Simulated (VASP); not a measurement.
Input of a VASP 6.6.1 run:

The input INCAR:

```
PREC     = Accurate       # precision mode
ENCUT    = 520            # plane-wave cutoff, eV
EDIFF    = 1E-7           # SCF threshold, eV
ISMEAR   = 0              # smearing method
SIGMA    = 0.02           # smearing width, eV
LREAL    = False          # projectors in reciprocal space
LASPH    = True           # aspherical terms in the spheres
NELM     = 80             # most SCF steps
ALGO     = Fast           # electronic algorithm
ISIF     = 3              # what is computed and relaxed
LWAVE    = False          # write WAVECAR
LCHARG   = False          # write CHGCAR
GGA      = PE             # functional
IBRION   = 2              # ionic algorithm
NSW      = 80             # ionic steps
EDIFFG   = -0.002         # ionic threshold
KPAR     = 4
```

File KPOINTS:

```
regular mesh
0
Gamma
  12 12 6
```

POSCAR

```
GaN                                     
1.0
    3.2469709111     -0.0000000000     -0.0000000000
   -1.6234854556      2.8119592901      0.0000000000
   -0.0000000000      0.0000000000      5.2810566722
  Ga              N             
     2     2
Direct
     0.3333333300000021    0.6666666699999979    0.9989570131284771
     0.6666666699999979    0.3333333300000021    0.4989570131284768
     0.3333333300000021    0.6666666699999979    0.3760429868715232
     0.6666666699999979    0.3333333300000021    0.8760429868715229
```

Potentials or basis: VASP PAW PBE potentials, release 64 (Ga, N).

The run is started by

```console
$ cat potpaw_PBE.64/Ga/POTCAR potpaw_PBE.64/N/POTCAR > POTCAR
$ mpirun -np 4 vasp_std > vasp.out
```

Problem. What does it give for the band gap on the k mesh?

Solution. 1.63 eV, direct.

Problem. Estimate the relaxed cell.

Solution. a = 3.247 Å, b = 3.247 Å, c = 5.282 Å, α = 90.00°, β = 90.00°, γ = 120.00°.

Problem. Estimate the space group after relaxing (to 0.05 Å).

Solution. P6_3mc (No. 186).

Final structure:
```xyz
4
Lattice="3.2474 0.0000 0.0000 -1.6237 2.8123 0.0000 0.0000 0.0000 5.2816" Properties=species:S:1:pos:R:3 pbc="T T T"
Ga    0.0000    1.8749    5.2761
Ga    1.6237    0.9374    2.6353
N     0.0000    1.8749    1.9861
N     1.6237    0.9374    4.6269
```
